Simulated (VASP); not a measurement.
SiO2 (rutile) relaxed at rising pressure, in one space group throughout; other phases were not tried. The pressures are those reached. Computed with PBE GGA, VASP's PBE PAW potentials (set 64) (plane waves; VASP).

```csv
P (GPa),V (Å³/atom),k-mesh
0.01,8.032,5×5×8
5.03,7.887,5×5×8
9.95,7.760,5×5×8
19.86,7.537,6×6×8
29.88,7.343,6×6×8
```

A change of mesh leaves a small step in the series.

Task: Fit an equation of state and predict the volume at 45.01 GPa.

Result: Least squares on the third-order Birch-Murnaghan form, P = (3B0/2)(y⁷ − y⁵)[1 + (3/4)(B′ − 4)(y² − 1)] with y = (V0/V)^(1/3), gives V0 = 8.032 Å³/atom, B0 = 265 GPa and B′ = 5.1, and so 7.097 Å³/atom. The run gave 7.093 Å³/atom, -0.1 % from the fit.

Pressures at which the relaxation failed are left out.

The compound is SiO2 in the rutile structure, stishovite, a high-pressure form.
